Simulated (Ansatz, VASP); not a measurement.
**Cross-check of TaN between VASP and Ansatz**

One calculation is typed for both programs; each brings its own data sets. How far apart do they land? The structure shown is the end of the Ansatz relaxation below.

Calculated with Ansatz 0.2.0; plane waves, with VASP 6.6.1 beside it; single point at PBEsol.

## 1. Starting point

The structure is tetragonal, space group I4/mmm (No. 139). The conventional cell has a = 3.124 Å, b = 3.124 Å, c = 4.353 Å, α = 90.00°, β = 90.00°, γ = 90.00°. Ta has 6 N at 2.18 to 2.21 Å nearest. N has 6 Ta at 2.18 to 2.21 Å nearest. Farther neighbours and most contacts between anions are not listed.

## 2. Ansatz: relaxation, PBEsol

Ansatz runs on its PAW soft_1 files.

This run makes the geometry at which the two programs are then compared.

The input, input.yaml:

```yaml
crystal:
  lattice:
    - [3.12413604, 0.0, 0.0]
    - [0.0, 3.12413604, 0.0]
    - [0.0, 0.0, 4.348204294]
  atoms:
    - { symbol: Ta, position: [0.0, 0.0, 0.0] }
    - { symbol: Ta, position: [0.5, 0.5, 0.5] }
    - { symbol: "N", position: [0.0, 0.0, 0.5] }
    - { symbol: "N", position: [0.5, 0.5, 0.0] }
kpoints:
  mp_grid: { grid: [14, 14, 10] }
scf:
  occupations: { method: fermi_dirac, width: 0.05 }
hamiltonian:
  xc: pbesol
  pseudopotentials: { kind: paw, azcp: { folder: soft_1 }, xc_functional: pbe }
basis:
  ecutwfc: 600
output:
  forces: true
  stress: true
relax:
  f_tol: 0.005
  max_steps: 70
  cell: { stress_tol: 0.02, p_target: 0, fix: [a, b, alpha, beta, gamma] }
```

The run is started by

```
$ ansatz run input.yaml --threads 4 --pin off --max-ram 10240MiB --backend cpu --events-out ev --progress --plain --runs-dir out
```

Numbers of over 12 decimals in the logs are rounded to 6 here.

What it wrote:

```text
Engine: ansatz 0.2.0, x86_64-unknown-linux-gnu
Pseudopotentials: kind: paw
Pseudopotential: Ta, paw, valence charge 13, recommended cutoff 420 eV (normal), soft_1/Ta.paw.azcp
Pseudopotential: N, paw, valence charge 5, recommended cutoff 420 eV (normal), soft_1/N.paw.azcp
Functional definition: PBEsol
  exchange = pbesol_x
  correlation = pbesol_c
Crystal: 4 atoms, lattice volume = 42.439 Å³
Basis set: ecut = 600 eV, 1449 PW (Γ), exchange–correlation on 50×50×72 points (8 copies of the dense FFT grid, shifted against one another)
Bands: 22, of which v1, the nominal top of the filled ones, is band 18 counted from 1 (17 counted from 0)
Symmetry: 32 space group operations
Space group: I4/mmm (ITA 139), of the structure as read, at distance tolerance 3.5e-5 Å
k-points: 216 of 1960
Non-local potential: Ta, projectors of the file, l = 0: 3, l = 1: 2, l = 2: 2, l = 3: 1
Non-local potential: N, projectors of the file, l = 0: 2, l = 1: 2, l = 2: 1
PAW form: soft (Blöchl's): semilocal exchange-correlation on the pseudo side does not see the compensation charge
PAW frozen core: Ta, regenerated for the run's functional, and the local potential with it (the file was generated under x = pbe(κ = 0.804, μ = 0.219515), c = pbe(β = 0.066725))
PAW frozen core: N, regenerated for the run's functional, and the local potential with it (the file was generated under x = pbe(κ = 0.804, μ = 0.219515), c = pbe(β = 0.066725))
PAW one-centre angular grid: Ta, 590 points (default); XC on 64 Gauss nodes
PAW one-centre angular grid: N, 110 points (default); XC on 64 Gauss nodes
Initial density: superposition of atomic densities (chi_scale 0.1, normalization cell, long waves kept (reshape's long-wave potential 0.00 eV rms))
Initial wavefunctions: pseudopotential atomic-orbital guess
Functional: x = pbesol(κ = 0.804, μ = 0.123457), c = pbesol(β = 0.046)
SCF iter   1: F=—  HF=-20376.119606 eV  |F-HF|=—  |Δ(HF+E_count)|=         —  Δρ=4.71e-2  dr2=9.10e-1  ethr=3.10e-3  ⟨swp⟩=5.6  Hψ=42758  notcnv=0  defer=4
automatic band count: the SCF goes on with 26 bands, as 22 were too few: the levels above may hold too much charge
preconditioner: auto → Kerker (q_TF=auto, 2.654 Å⁻¹)  [metal: Δε(μ)=0.021 eV  Ē_g=11.359 eV  σ=0.050 eV  W_gap=0.10  n_scr=14 (ndim 8)  ℏωp=25.5 eV  f_vac=0.000  D(μ)=1.66/eV (n_scr^D=14)]
SCF iter   2: F=—  HF=-20376.017559 eV  |F-HF|=—  |Δ(HF+E_count)|=   1.02e-1  Δρ=2.82e-2  dr2=3.10e-1  ethr=2.53e-3  ⟨swp⟩=1.0  Hψ=7353  notcnv=0  defer=134
SCF iter   3: F=—  HF=-20375.957151 eV  |F-HF|=—  |Δ(HF+E_count)|=   6.04e-2  Δρ=3.80e-3  dr2=3.84e-3  ethr=8.62e-4  ⟨swp⟩=2.0  Hψ=8351  notcnv=0  defer=392
SCF iter   4: F=—  HF=-20375.956143 eV  |F-HF|=—  |Δ(HF+E_count)|=   1.01e-3  Δρ=4.11e-4  dr2=4.06e-5  ethr=1.07e-5  ⟨swp⟩=2.3  Hψ=8210  notcnv=0  defer=387
SCF iter   5: F=—  HF=-20375.956112 eV  |F-HF|=—  |Δ(HF+E_count)|=   3.08e-5  Δρ=8.11e-5  dr2=2.31e-6  ethr=1.13e-7  ⟨swp⟩=2.1  Hψ=7433  notcnv=0  defer=387
SCF iter   6: F=-20375.956112 eV  HF=-20375.956112 eV  |F-HF|=1.47e-8  |Δ(HF+E_count)|=   2.69e-7  Δρ=1.56e-5  dr2=7.42e-8  ethr=2.78e-10  ⟨swp⟩=3.1  Hψ=20529  notcnv=0
SCF 1 converged in 6 iterations: F = -20375.956112 eV  dr2 = 7.42e-8
  greatest PAW one-centre occupation: 0.999 electrons in one spin orbital (limit 2), on the Ta atom at site 1 (counted from 0), in its partial waves of l = 0
relax step   1: F+E_penalty+E_count = -20375.95611199 eV  Δ(F+E_penalty+E_count) = +0.000e0 eV  max|allowed force component| = 5.060e-29 eV/Å  Δτ_max = 0.0000 Å  P = -4.560 GPa  Ω = 42.439 Å³  fix = [a, b, alpha, beta, gamma]  reactions: a -7.270, b -7.270 GPa  (6 SCF iters, dr2 threshold 1.00e-7 eV, accepted)
[...]
relax step   2: F+E_penalty+E_count = -20375.95623528 eV  Δ(F+E_penalty+E_count) = -1.233e-4 eV  max|allowed force component| = 2.145e-30 eV/Å  Δτ_max = 0.0000 Å  P = -4.965 GPa  Ω = 42.487 Å³  energy of the carried Pulay correction = -5.137e-6 eV  fix = [a, b, alpha, beta, gamma]  reactions: a -7.449, b -7.449 GPa  (6 SCF iters, dr2 threshold 4.00e-7 eV, accepted)
[...]
relax step   3: F+E_penalty+E_count = -20375.95624025 eV  Δ(F+E_penalty+E_count) = -4.966e-6 eV  max|allowed force component| = 5.337e-30 eV/Å  Δτ_max = 0.0000 Å  P = -4.965 GPa  Ω = 42.487 Å³  fix = [a, b, alpha, beta, gamma]  reactions: a -7.449, b -7.449 GPa  stress off target by 3.82e-3 GPa on what of the cell is left free  SCF on the basis re-selected at this cell (its energy is not comparable with the rows above)  (8 SCF iters)
basis re-selected at this cell: Δ(F+E_penalty+E_count) = -4.966e-6 eV, ΔP = +0.000 GPa vs the last step (what re-selecting the basis moved, of the pressure what is left beyond the Pulay correction that the steps carried, after the strain that the cell walked since its last selection, with what the two solves' SCF thresholds leave and, on support functions, any second-order correction that the steps lacked; it is no m [...]
SCF converged after 8 iterations
Free energy (F): -20375.956240 eV
Harris-Foulkes:  -20375.956240 eV  (|F-HF|=7.28e-12)
Internal energy: -20375.942072 eV  (E = F + TS)
E sigma→0 (E₀):  -20375.949156 eV
Entropy (-TS):   -0.014168 eV (-3.542 meV/atom)
Fermi energy:    21.435816 eV
--- Per-component energies (eV) ---
  E_band       = -96.525562
  E_kinetic    = 1049.022963
  E_local      = -1140.380647  (includes V_loc(G=0)·N_el)
  E_nonlocal   = 52.861275
  E_hartree    = 406.410699
  E_xc         = -757.998862
  E_vxc        = -620.448431  (∫ρ·V_xc dr)
  E_paw        = -16609.232039  (= ΣΔE_a)
  E_vpaw       = -250.402198  (= ΣTr[D̂ρ^β])
  E_aug_tail   = 0.000078  (compensation charges beyond the density's cutoff)
  E_ewald      = -3377.109163
  E_core_change = 0.483623  (= ΣΔE_core)
  E_smearing   = -0.014168  (= −TS)
  E_closure    = 0.000000  (closes the sum)
  Σ components = -20375.956240   (vs F -20375.956240, Δ=0.00e0)
--- Forces (eV/Å), atoms counted from 1 ---
  atom   1  Ta     0.00000000     0.00000000     0.00000000
  atom   2  Ta    -0.00000000     0.00000000    -0.00000000
  atom   3  N      0.00000000     0.00000000     0.00000000
  atom   4  N      0.00000000    -0.00000000     0.00000000
  max |Σ_I F_I| component: 4.93e-30 eV/Å
--- Stress (GPa, compression-positive) ---
       -7.449460      -0.000000       0.000000
       -0.000000      -7.449460       0.000000
        0.000000       0.000000       0.003822
  P = ⅓ Tr σ = -4.9650 GPa (-49.650 kbar)
--- Relaxed structure (2 steps of the walk, 2 accepted, 1 SCFs on fresh bases) ---
  F+E_penalty+E_count = -20375.95624025 eV   max|allowed force component| = 5.337e-30 eV/Å   (the final SCF, on the basis selected at the relaxed cell)
  cell:  # Å, volume = 42.4872 Å³
    - [3.12413604, 0.0, 0]
    - [0.0, 3.12413604, 0]
    - [0, 0, 4.353094]
  atoms:
    - { symbol: Ta, position: [0, 0, 0] }
    - { symbol: Ta, position: [0.5, 0.5, 0.5] }
    - { symbol: N, position: [0, 0.0, 0.5] }
    - { symbol: N, position: [0.5, 0.5, 0] }
```

Reading the cycles: dr2 is the Hartree energy of the density residual (eV), the measure of convergence; HF is the Harris–Foulkes estimate of the energy, which meets the free energy F at convergence.

## 3. VASP: single point, PBEsol, pair 1

The same cell, functional, mesh and smearing now go to VASP, with its own data sets.

Lines of VASP's logs that name or quote its potential files are left out, and so is its time.

The input, INCAR:

```
SYSTEM = TaN
PREC = Accurate
ENCUT = 600
EDIFF = 1E-06
NELM = 120
ISMEAR = -1
SIGMA = 0.05
LREAL = .FALSE.
ALGO = Normal
GGA = PS
NBANDS = 22
LASPH = .TRUE.
LORBIT = 11
LWAVE = .FALSE.
LCHARG = .FALSE.
ISIF = 2
GGA_COMPAT = .FALSE.
KPAR = 2
```

The input, POSCAR:

```
TaN
1.0
    3.1241360400      0.0000000000      0.0000000000
    0.0000000000      3.1241360400      0.0000000000
    0.0000000000      0.0000000000      4.3530938431
Ta N
2 2
Direct
    0.0000000000      0.0000000000      0.0000000000
    0.5000000000      0.5000000000      0.5000000000
    0.0000000000      0.0000000000      0.5000000000
    0.5000000000      0.5000000000      0.0000000000
```

The input, KPOINTS:

```
Automatic mesh
0
Gamma
14 14 10
0 0 0
```

Potentials, in the order of the species: Ta_pv and N (PBE family, release 64).

The run is started by

```
$ mpirun -np 2 vasp_std
```

What it wrote:

```text
[banner, memory and clock lines left out]
running    2 mpi-ranks, on    1 nodes
 distrk:  each k-point on    1 cores,    2 groups
 distr:  one band on    1 cores,    1 groups

 POSCAR found type information on POSCAR TaN
 POSCAR found :  2 types and       4 ions
|                                                                             |
|               ----> ADVICE to this user running VASP <----                  |
|                                                                             |
|     You enforced a specific xc type in the INCAR file but a different       |
|     [... a line on the potential file left out ...]
|     I HOPE YOU KNOW WHAT YOU ARE DOING!                                     |
|                                                                             |

 LDA part: xc-table for (Slater+PW92), standard interpolation
 POSCAR, INCAR and KPOINTS ok, starting setup
 FFT: planning ... GRIDC
 FFT: planning ... GRID_SOFT
 FFT: planning ... GRID
 WAVECAR not read
 entering main loop
       N       E                     dE             d eps       ncg     rms          rms(c)
DAV:   1     0.286132858101E+03    0.28613E+03   -0.19162E+04  9504   0.171E+03
DAV:   2    -0.358831604109E+02   -0.32202E+03   -0.30932E+03 11034   0.466E+02
DAV:   3    -0.517040107456E+02   -0.15821E+02   -0.15382E+02 11988   0.979E+01
DAV:   4    -0.519891016481E+02   -0.28509E+00   -0.28216E+00 11694   0.125E+01
DAV:   5    -0.519950622027E+02   -0.59606E-02   -0.59554E-02 11984   0.137E+00    0.344E+01
DAV:   6    -0.466489214322E+02    0.53461E+01   -0.26639E+01 11366   0.351E+01    0.153E+01
DAV:   7    -0.464768067552E+02    0.17211E+00   -0.12513E+00 11150   0.741E+00    0.871E+00
DAV:   8    -0.464240883225E+02    0.52718E-01   -0.21885E-01 11112   0.345E+00    0.779E-01
DAV:   9    -0.464170747641E+02    0.70136E-02   -0.34402E-02 11580   0.105E+00    0.245E-01
DAV:  10    -0.464168886407E+02    0.18612E-03   -0.36754E-03 11638   0.524E-01    0.931E-02
DAV:  11    -0.464167365497E+02    0.15209E-03   -0.51734E-04 11668   0.164E-01    0.166E-02
DAV:  12    -0.464167378138E+02   -0.12641E-05   -0.40815E-05 11402   0.447E-02    0.455E-03
DAV:  13    -0.464167371763E+02    0.63752E-06   -0.10224E-06  7532   0.746E-03
   1 F= -.46416737E+02 E0= -.46409625E+02  d E =-.142242E-01
```

Parts of OUTCAR (step 3):

```text
ion  position               nearest neighbor table
   1  0.000  0.000  0.000-   3 2.18   3 2.18   4 2.21   4 2.21   4 2.21   4 2.21   2 3.10   2 3.10
                             2 3.10   2 3.10   2 3.10   2 3.10   2 3.10   2 3.10
   2  0.500  0.500  0.500-   4 2.18   4 2.18   3 2.21   3 2.21   3 2.21   3 2.21   1 3.10   1 3.10
                             1 3.10   1 3.10   1 3.10   1 3.10   1 3.10   1 3.10
   3  0.000  0.000  0.500-   1 2.18   1 2.18   2 2.21   2 2.21   2 2.21   2 2.21
   4  0.500  0.500  0.000-   2 2.18   2 2.18   1 2.21   1 2.21   1 2.21   1 2.21

  LATTYP: Found a simple tetragonal cell.
 ALAT       =     3.1241360400
 C/A-ratio  =     1.3933752523

 Subroutine GETGRP returns: Found 16 space group operations
 (whereof 16 operations were pure point group operations)

The static configuration has the point symmetry D_4h.

 Found    216 irreducible k-points:

   k-points           NKPTS =    216   k-points in BZ     NKDIM =    216   number of bands    NBANDS=     22

   dimension x,y,z NGX =    28 NGY =   28 NGZ =   36
   dimension x,y,z NGXF=    56 NGYF=   56 NGZF=   72

   ENCUT  =  600.0 eV  44.10 Ry    6.64 a.u.   6.24  6.24  8.69*2*pi/ulx,y,z

   NELECT =      32.0000    total number of electrons

 k-points in reciprocal lattice and weights: Automatic mesh
   0.00000000  0.00000000  0.00000000       0.001
   0.07142857  0.00000000  0.00000000       0.002
   0.14285714  0.00000000  0.00000000       0.002
   0.21428571  0.00000000  0.00000000       0.002
   0.28571429  0.00000000  0.00000000       0.002
   0.35714286  0.00000000  0.00000000       0.002
   0.42857143  0.00000000  0.00000000       0.002
   0.50000000  0.00000000  0.00000000       0.001
   0.07142857  0.07142857  0.00000000       0.002
[...]
0.50000000  0.42857143  0.50000000       0.002
   0.50000000  0.50000000  0.50000000       0.001

 average (electrostatic) potential at core
       1 -34.5932       2 -34.5932       3 -61.3370       4 -61.3370

 E-fermi :   9.3856

 k-point     1 :       0.0000    0.0000    0.0000
  band No.  band energies     occupation
    ...
     15       5.6363      2.00000
     16       7.1975      2.00000
     17       7.1975      2.00000
     18       7.3767      2.00000
     19       9.3083      1.64862
     20       9.4622      0.35577
     21      10.9982      0.00000
     22      11.4901      0.00000

 k-point     2 :       0.0714    0.0000    0.0000
  band No.  band energies     occupation
    ...
     14       5.2129      2.00000
     15       5.4230      2.00000
     16       7.2548      2.00000
     17       7.3585      2.00000
     18       7.6494      2.00000
     19       9.7100      0.00304
     20       9.7904      0.00061
     21      11.2043      0.00000
     22      11.8013      0.00000

 k-point     3 :       0.1429    0.0000    0.0000
  band No.  band energies     occupation
    ...
     14       4.9496      2.00000
     15       5.7010      2.00000
     16       7.4255      2.00000
     17       7.7011      2.00000
     18       8.2057      2.00000
     19      10.1583      0.00000
     20      10.8992      0.00000
     21      11.8704      0.00000
     22      12.5277      0.00000

  Total       -1.6973271     -1.6973271      0.2941619      0.0000000     -0.0000000     -0.0000000
  in kB      -64.0056358    -64.0056358     11.0927486      0.0000000     -0.0000000     -0.0000000
  external PRESSURE =     -38.9728410 kB  Pullay stress =       0.0000000 kB

  energy-cutoff  :      600.00
  volume of cell :       42.49
      direct lattice vectors                 reciprocal lattice vectors
     3.124136040  0.000000000  0.000000000     0.320088494  0.000000000  0.000000000
     0.000000000  3.124136040  0.000000000     0.000000000  0.320088494  0.000000000
     0.000000000  0.000000000  4.353093843     0.000000000  0.000000000  0.229721673

 POSITION                                       TOTAL-FORCE (eV/Angst)
 -----------------------------------------------------------------------------------
      0.00000      0.00000      0.00000         0.000000      0.000000      0.000000
      1.56207      1.56207      2.17655        -0.000000     -0.000000     -0.000000
      0.00000      0.00000      2.17655         0.000000      0.000000      0.000000
      1.56207      1.56207      0.00000         0.000000      0.000000      0.000000
 -----------------------------------------------------------------------------------
    total drift:                                0.000000      0.000000      0.000000

  FREE ENERGIE OF THE ION-ELECTRON SYSTEM (eV)
  ---------------------------------------------------
  free  energy   TOTEN  =       -46.4167371763 eV

  energy  without entropy=      -46.4025129708  energy(sigma->0) =      -46.40962507

 total charge
# of ion       s       p       d       tot
------------------------------------------
    1        0.274   6.224   2.458   8.956
    2        0.274   6.224   2.458   8.956
    3        1.219   2.519   0.000   3.738
    4        1.219   2.519   0.000   3.738
--------------------------------------------------
tot          2.986  17.485   4.916  25.388

[... 3 further parts left out ...]
```

The run ends at a pressure of -3.90 GPa.

## 4. Side by side

Known differences besides the potentials themselves: the data sets hold 36 valence electrons in Ansatz (on its PAW soft_1 files) and 32 in VASP; Ansatz makes its cores anew for this functional, VASP keeps those of its PBE data sets; Ansatz's pressure holds a Pulay correction, VASP's none. Total energies have different zeros and are not compared.

The two programs side by side:

```csv
quantity,Ansatz,VASP,difference
pressure (GPa),-4.97,-3.90,-1.07
```

## 5. Ansatz: relaxation, PBEsol

This run makes the geometry at which the two programs are then compared. The cell compared in this pair holds 39.95 Å³, against 42.49 Å³ for the pair before.

The structure compared here is the end of the Ansatz relaxation.

Changes to input.yaml since step 2:

```diff
@@ -2,5 +2,5 @@
   lattice:
-    - [3.12413604, 0.0, 0.0]
-    - [0.0, 3.12413604, 0.0]
-    - [0.0, 0.0, 4.348204294]
+    - [3.00040788, 0.0, 0.0]
+    - [0.0, 3.00040788, 0.0]
+    - [0.0, 0.0, 4.453191118]
   atoms:
```

The run is started by

```
$ ansatz run input.yaml --threads 4 --pin off --max-ram 10240MiB --backend cpu --events-out ev --progress --plain --runs-dir out
```

What it wrote:

```text
[...]
Crystal: 4 atoms, lattice volume = 40.090 Å³
Basis set: ecut = 600 eV, 1309 PW (Γ), exchange–correlation on 48×48×72 points (8 copies of the dense FFT grid, shifted against one another)
Bands: 22, of which v1, the nominal top of the filled ones, is band 18 counted from 1 (17 counted from 0)
Symmetry: 32 space group operations
[...]
k-points: 216 of 1960
[...]
--- Relaxed structure (3 steps of the walk, 3 accepted, 1 SCFs on fresh bases) ---
[...]
cell:  # Å, volume = 39.9475 Å³
    - [3.00040788, 0, 0.0]
    - [0, 3.00040788, 0.0]
    - [0.0, 0.0, 4.437409]
  atoms:
    - { symbol: Ta, position: [0, 0, 0] }
    - { symbol: Ta, position: [0.5, 0.5, 0.500000] }
    - { symbol: N, position: [0, 0, 0.500000] }
    - { symbol: N, position: [0.5, 0.5, 0] }
[key lines of the parts left out:]
SCF converged after 5 iterations
Free energy (F): -20375.749079 eV
Fermi energy:    22.914906 eV
P = ⅓ Tr σ = 20.5122 GPa (205.122 kbar)
```

[end of part 1 of 2]

[Lines on the potential files, build, host, timing and source positions are cut from VASP's logs without a mark.]

[Logs are printed without paths, hosts, clocks, repeated set-up lines and the standing remarks that a program may print on its own settings, such as how far it seeks lower states.]

[Hosts, paths, dates, database ids (printed as entryN), source tags and the programs' standing remarks are cut or masked in the printed files.]
